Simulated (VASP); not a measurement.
A convergence study with VASP on Al (fcc): a few settings are varied, all else stays as given below, so the limit is that of these other settings. The cell's lengths are 1 % over those of the tabulated start, so it is off equilibrium.

```
Al
1.0
    0.00000     2.04525     2.04525
    2.04525     0.00000     2.04525
    2.04525     2.04525     0.00000
Al
1
Direct
  0.00000   0.00000   0.00000
```

Calculation: PBE GGA, VASP's PBE PAW potentials (set 64) (plane waves; VASP 6.6.1). The last row used: 550 eV cut-off, 13×13×13 Γ-centred mesh, first-order Methfessel-Paxton smearing of 0.10 eV, potentials Al.

```csv
setting,E (eV/atom),pressure (GPa),electronic steps
"ALGO = Normal, EDIFF = 1E-2",-3.7368,-2.72,7
"ALGO = Normal, EDIFF = 1E-3",-3.7368,-2.70,8
"ALGO = Normal, EDIFF = 1E-4",-3.7368,-2.70,8
"ALGO = Normal, EDIFF = 1E-5",-3.7368,-2.70,8
"ALGO = Normal, EDIFF = 1E-6",-3.7368,-2.68,10
"ALGO = Normal, EDIFF = 1E-7",-3.7368,-2.68,11
"ALGO = Normal, EDIFF = 1E-8",-3.7368,-2.68,12
"ALGO = Normal, EDIFF = 1E-9",-3.7368,-2.68,14
"ALGO = Fast, EDIFF = 1E-2",-3.7368,-2.68,7
"ALGO = Fast, EDIFF = 1E-3",-3.7368,-2.70,8
"ALGO = Fast, EDIFF = 1E-4",-3.7368,-2.70,8
"ALGO = Fast, EDIFF = 1E-5",-3.7368,-2.67,9
"ALGO = Fast, EDIFF = 1E-6",-3.7368,-2.69,10
"ALGO = Fast, EDIFF = 1E-7",-3.7368,-2.68,12
"ALGO = Fast, EDIFF = 1E-8",-3.7368,-2.68,14
"ALGO = Fast, EDIFF = 1E-9",-3.7368,-2.68,19
"ALGO = All, EDIFF = 1E-2",-3.7367,-2.71,7
"ALGO = All, EDIFF = 1E-3",-3.7368,-2.69,8
"ALGO = All, EDIFF = 1E-4",-3.7368,-2.68,9
"ALGO = All, EDIFF = 1E-5",-3.7368,-2.68,10
"ALGO = All, EDIFF = 1E-6",-3.7368,-2.68,10
"ALGO = All, EDIFF = 1E-7",-3.7368,-2.68,11
"ALGO = All, EDIFF = 1E-8",-3.7368,-2.68,12
"ALGO = All, EDIFF = 1E-9",-3.7368,-2.68,14
```

Left out are rungs that failed or repeat a setting and relaxations that didn't move; long series are thinned to 24 rows.

The compound is Al in the fcc structure. The cell was not relaxed at this level.
